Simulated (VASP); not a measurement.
Cl2C, in a box:

```
Cl C
1.0
    12.00000    0.00000    0.00000
     0.00000   11.00000    0.00000
     0.00000    0.00000   11.00000
Cl C
2 1
Direct
  0.59449 0.45700 0.55304
  0.40768 0.57007 0.45315
  0.47213 0.43375 0.47721
```

Base run:

* Program: VASP 6.6.1
* Functional: PBE
* Potentials or basis: VASP PAW PBE potentials, release 64 (Cl, C)
* Cutoff: 520 eV
* k mesh: 1 × 1 × 1
* Occupations: gaussian, width 0.01 eV
* Spin: no spin polarisation

Its results: gap between the frontier levels 1.81 eV; largest force 0.401 eV/Å.

Q: After a change of settings the same cell gave: gap between the frontier levels 2.24 eV; largest force 0.208 eV/Å. Which change was it?
A. further incar settings from ALGO = Normal; EDIFF = 1e-07; NBANDS = 16 to ALGO = Normal; EDIFF = 1e-06
B. further incar settings from ALGO = Normal; EDIFF = 1e-07; NBANDS = 16 to ALGO = Normal; EDIFF = 1e-07; dispersion from none to TS
C. functional from PBE to r2SCAN
D. functional from PBE to optB88-vdW; further incar settings from ALGO = Normal; EDIFF = 1e-07; NBANDS = 16 to ALGO = Fast; EDIFF = 1e-06; NBANDS = 16

A: C.

r2SCAN gives the wider gap, since meta-GGAs in the generalised Kohn-Sham scheme recover part of the derivative discontinuity.

Caveats: the PAW data sets were made with another functional, which shifts forces and pressure a little (some runs).

Not every run made on this cell is shown here.
